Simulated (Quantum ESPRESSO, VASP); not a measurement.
VASP input:

POSCAR:
```
ScIr3
1
    3.8483310000     0.0000000000     0.0000000000
    0.0000000000     3.8483310000     0.0000000000
    0.0000000000     0.0000000000     3.8483310000
Sc Ir
1 3
Direct
  0.0000000000   0.0000000000   0.0000000000
  0.0000000000   0.5000000000   0.5000000000
  0.5000000000   0.0000000000   0.5000000000
  0.5000000000   0.5000000000   0.0000000000
```

INCAR:
```
ALGO = Normal
EDIFF = 1E-6
ENCUT = 300
GGA = PS
ISIF = 2
ISMEAR = -1
LASPH = T
LCHARG = F
LMAXMIX = 6
LREAL = F
LWAVE = F
NELM = 100
PREC = Accurate
SIGMA = 0.136
SYSTEM = ScIr3
```

### KPOINTS
```
Automatic mesh
0
Gamma
6 6 6
0 0 0
```

POTCAR, in this order: Sc_sv Ir (PBE.64 set). Program: vasp_std.

Task: Translate it to Quantum ESPRESSO.

Result: One input that does it (PBEsol, SSSP 1.1.2 efficiency (PBE) pseudopotentials):
```
&control
  calculation = 'scf'
  prefix = 'pwscf'
  outdir = './work'
  pseudo_dir = './'
  tprnfor = .true.
  tstress = .true.
/
&system
  ibrav = 0
  nat = 4
  ntyp = 2
  ecutwfc = 60
  ecutrho = 480
  occupations = 'smearing'
  smearing = 'fermi-dirac'
  degauss = 0.0099958
  input_dft = 'pbesol'
/
&electrons
  conv_thr = 1.0d-10
  mixing_beta = 0.4
/
ATOMIC_SPECIES
Sc    44.9559  Sc_ONCV_PBE-1.0.oncvpsp.upf
Ir   192.2170  Ir_pbe_v1.2.uspp.F.UPF
ATOMIC_POSITIONS angstrom
Sc    0.0000000000    0.0000000000    0.0000000000
Ir    0.0000000000    1.9241655000    1.9241655000
Ir    1.9241655000    0.0000000000    1.9241655000
Ir    1.9241655000    1.9241655000    0.0000000000
K_POINTS automatic
6 6 6  0 0 0
CELL_PARAMETERS angstrom
   3.8483310000     0.0000000000     0.0000000000
   0.0000000000     3.8483310000     0.0000000000
   0.0000000000     0.0000000000     3.8483310000
```
The two runs describe the same crystal, functional and task. Each code takes its own potentials, basis and convergence tests.

The structure comes from a computed database's ScIr3 entry (Pm-3m); how it stands against other phases isn't given here. The cell was not relaxed at this level, and it may have been scaled.
